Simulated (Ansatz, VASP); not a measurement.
# MgAlAsSe in two plane-wave programs, part 3 of 3

One calculation is typed for both programs; each brings its own data sets. How far apart do they land? The cell is generated by rule, not measured, and may not be a known phase. The cell is taken from a series of runs on this material, whose earlier steps may have relaxed, scaled, displaced or heated it; both programs get it as it stands.

VASP 6.6.1 and Ansatz 0.2.0.

So far: The structure; Ansatz: relaxation of cell and atoms, LDA, pair 1; VASP: relaxation of cell and atoms, LDA, pair 1; Side by side; VASP: relaxation of cell and atoms, LDA, pair 2; Ansatz: relaxation of cell and atoms, LDA, pair 2.

## Step 8: VASP: relaxation of cell and atoms, LDA, pair 3

Level of this step: LDA; plane waves and PAW (Al, As, Mg, Se); invented cell (VASP).

The relaxed volume is the usual yardstick between codes: in a stiff, nearly cubic crystal its relative difference is about their pressure difference at one cell divided by the bulk modulus.

Contents of INCAR:

```
SYSTEM = MgAlAsSe
PREC = Accurate
ENCUT = 600
EDIFF = 1E-07
NELM = 120
ISMEAR = 0
SIGMA = 0.02
LREAL = .FALSE.
ALGO = Normal
GGA = CA
NBANDS = 24
LORBIT = 11
LWAVE = .FALSE.
LCHARG = .FALSE.
ISIF = 3
IBRION = 2
NSW = 80
EDIFFG = -0.005
LASPH = .TRUE.
GGA_COMPAT = .FALSE.
NELMIN = 4
EFERMI = MIDGAP
KPAR = 2
```

Contents of POSCAR:

```
MgAlAsSe
1.0
    2.8441480000      2.8441480000      0.0000000000
   -2.8933900000      2.8933900000      0.0000000000
    0.0000000000      0.0000000000     11.6085410000
Al As Mg Se
2 2 2 2
Direct
    0.0000000000      0.0000000000      0.0119389680
    0.5000000000      0.5000000000      0.2485216704
    0.5000000000      0.0000000000      0.1246795786
    0.0000000000      0.5000000000      0.3609354526
    0.0000000000      0.0000000000      0.4878193565
    0.5000000000      0.5000000000      0.7491770930
    0.5000000000      0.0000000000      0.6282077136
    0.0000000000      0.5000000000      0.8887201243
```

Contents of KPOINTS:

```
Automatic mesh
0
Gamma
8 8 4
0 0 0
```

Potentials, in the order of the species: Al, As, Mg and Se (LDA family, release 64).

The run is started by

```console
$ mpirun -np 2 vasp_std
```

Numbers of over 12 decimals in the logs are rounded to 6 here.

Output:

```text
[... set-up lines as in an earlier step ...]
 entering main loop
       N       E                     dE             d eps       ncg     rms          rms(c)
DAV:   1     0.125820375062E+03    0.12582E+03   -0.12477E+04  3600   0.118E+03
DAV:   2    -0.263847261973E+02   -0.15221E+03   -0.14259E+03  4864   0.169E+02
DAV:   3    -0.387904601135E+02   -0.12406E+02   -0.12327E+02  4792   0.505E+01
DAV:   4    -0.389965011085E+02   -0.20604E+00   -0.20595E+00  4368   0.760E+00
[...]
DAV:  14    -0.372347365418E+02    0.65396E-06   -0.36720E-06  4344   0.110E-02    0.292E-03
DAV:  15    -0.372347366211E+02   -0.79250E-07   -0.20201E-06  4592   0.560E-03    0.115E-03
DAV:  16    -0.372347365773E+02    0.43778E-07   -0.20543E-07  3776   0.228E-03
   1 F= -.37234737E+02 E0= -.37234737E+02  d E =-.372347E+02
[... from here on, the cycles between the ionic steps are left out ...]
   2 F= -.37235022E+02 E0= -.37235022E+02  d E =-.285588E-03
   3 F= -.37235023E+02 E0= -.37235023E+02  d E =-.286822E-03
   4 F= -.37235122E+02 E0= -.37235122E+02  d E =-.986367E-04
   5 F= -.37235184E+02 E0= -.37235184E+02  d E =-.160890E-03
   6 F= -.37235189E+02 E0= -.37235189E+02  d E =-.165314E-03
   7 F= -.37235226E+02 E0= -.37235226E+02  d E =-.371895E-04
   8 F= -.37235231E+02 E0= -.37235231E+02  d E =-.424542E-04
   9 F= -.37235237E+02 E0= -.37235237E+02  d E =-.625462E-05
 trial-energy change:   -0.000006  1 .order   -0.000006   -0.000013    0.000000
 step:   1.4270(harm=  1.4270)  dis= 0.00076  next Energy=   -37.235237 (dE=-0.623E-05)
 reached required accuracy - stopping structural energy minimisation
```

From OUTCAR (step 8):

```text
  Total       -0.0024426     -0.0024426     -0.0131831      0.0021159      0.0000000      0.0000000
  in kB       -0.0204521     -0.0204521     -0.1103819      0.0177167      0.0000000      0.0000000
  external PRESSURE =      -0.0504287 kB  Pullay stress =       0.0000000 kB

 POSITION                                       TOTAL-FORCE (eV/Angst)
 -----------------------------------------------------------------------------------
      0.00000      0.00000      0.13314         0.000000     -0.000000     -0.003152
     -0.02297      2.86833      2.89390         0.000000     -0.000000     -0.001488
      1.42268      1.42268      1.44805         0.000000     -0.000000      0.002751
     -1.44565      1.44565      4.20268         0.000000     -0.000000      0.001740
      0.00000      0.00000      5.67806         0.000000     -0.000000      0.000467
     -0.02297      2.86833      8.71344         0.000000     -0.000000     -0.000392
      1.42268      1.42268      7.30505        -0.000000      0.000000      0.000245
     -1.44565      1.44565     10.32996         0.000000     -0.000000     -0.000171
 -----------------------------------------------------------------------------------
    total drift:                               -0.000000      0.000000      0.000806

  FREE ENERGIE OF THE ION-ELECTRON SYSTEM (eV)
  ---------------------------------------------------
  free  energy   TOTEN  =       -37.2352374220 eV

  energy  without entropy=      -37.2352374220  energy(sigma->0) =      -37.23523742

[... 2 parts as in an earlier step ...]

[... 2 further parts left out ...]
[key lines of the parts left out:]
E-fermi :   3.6868
```

## Step 9: Ansatz: relaxation of cell and atoms, LDA, pair 3

The same cell, functional (in two slightly different forms), mesh and smearing now go to Ansatz, which takes its cutoff from its data sets.

The cell is taken from a series of runs on this material, whose earlier steps may have relaxed, scaled, displaced or heated it; both programs get it as it stands.

Contents of input.yaml:

```yaml
crystal:
  lattice:
    - [2.8441483175, 2.8441483175, 0.0]
    - [-2.8933902193, 2.8933902193, 0.0]
    - [0.0, 0.0, 11.6085407348]
  atoms:
    - { symbol: Al, position: [0.0, 0.0, 0.0119389527] }
    - { symbol: Al, position: [0.5, 0.5, 0.2485216725] }
    - { symbol: As, position: [0.5, 0.0, 0.1246795483] }
    - { symbol: As, position: [0.0, 0.5, 0.3609354725] }
    - { symbol: Mg, position: [0.0, 0.0, 0.4878193447] }
    - { symbol: Mg, position: [0.5, 0.5, 0.7491771228] }
    - { symbol: Se, position: [0.5, 0.0, 0.62820775] }
    - { symbol: Se, position: [0.0, 0.5, 0.8887201366] }
kpoints:
  mp_grid: { grid: [8, 8, 4] }
hamiltonian:
  xc: lda
scf:
  occupations: { method: gaussian, width: 0.02 }
output:
  forces: true
  stress: true
  eigenvalues: true
relax:
  adjacent_minimum: "off"
  f_tol: 0.005
  max_steps: 80
  cell: { stress_tol: 0.05 }
```

The run is started by

```console
$ ansatz run input.yaml --threads 4 --pin off --max-ram 14336MiB --backend cpu --events-out ev --progress --plain --runs-dir out
```

Output:

```text
[...]
Crystal: 8 atoms, lattice volume = 191.059 Å³
Basis set: ecut = 420 eV, 3751 PW (Γ)
Bands: 53, of which v1, the nominal top of the filled ones, is band 44 counted from 1 (43 counted from 0)
Symmetry: 4 space group operations
[...]
k-points: 75 of 256 (time reversal used)
[...]
atoms:
    - { symbol: Al, position: [0, 0, 0.011789] }
    - { symbol: Al, position: [0.500000, 0.500000, 0.248673] }
    - { symbol: As, position: [0.5, 0, 0.124555] }
    - { symbol: As, position: [-2.0818212440336765e-19, 0.5, 0.360944] }
    - { symbol: Mg, position: [0, 0, 0.487922] }
    - { symbol: Mg, position: [0.500000, 0.500000, 0.749350] }
    - { symbol: Se, position: [0.5, 2.891784500193982e-19, 0.628088] }
    - { symbol: Se, position: [-5.125635062686267e-19, 0.5, 0.888678] }
[key lines of the parts left out:]
SCF converged after 4 iterations
Free energy (F): -25148.918170 eV
Fermi energy:    6.641906 eV
P = ⅓ Tr σ = -0.0031 GPa (-0.031 kbar)
```

## Step 10: Side by side

What differs besides the data sets and the points named for the pairs above, as far as they apply: the data sets hold 88 valence electrons in Ansatz (on its default PAW (the set named soft_2) files) and 32 in VASP. Total energies have different zeros and are not compared.

Compared:

```tsv
quantity	Ansatz	VASP	difference
volume (Å³)	191.15	191.35	-0.11 %
edge a after relaxation, in the typed setting (Å)	4.022	4.024	-0.06 %
edge b after relaxation, in the typed setting (Å)	4.087	4.089	-0.04 %
edge c after relaxation, in the typed setting (Å)	11.629	11.630	-0.01 %
```

## Step 11: What came out

```
difference in volume (relaxation of cell and atoms, LDA, pair 1) : -0.15 %
difference in volume (relaxation of cell and atoms, LDA, pair 2) : -0.094 %
difference in volume (relaxation of cell and atoms, LDA, pair 3) : -0.11 %
```

The difference in volume is -0.15 % (relaxation of cell and atoms, LDA, pair 1), within the 1.2 % picked in this series as the mark of a large difference, as far as the stopping tolerances let one tell. The data sets hold unlike numbers of valence electrons (88 in Ansatz and 32 in VASP), so part of the differences comes from the potentials. Such differences can come from data sets, numerical settings and the points named under the comparisons, not from the functional's error against experiment.

[Lines on the potential files, build, host, timing and source positions are cut from VASP's logs without a mark.]

[Logs are printed without paths, hosts, clocks, repeated set-up lines and the standing remarks that a program may print on its own settings, such as how far it seeks lower states.]

[Hosts, paths, dates, database ids (printed as entryN), source tags and the programs' standing remarks are cut or masked in the printed files.]
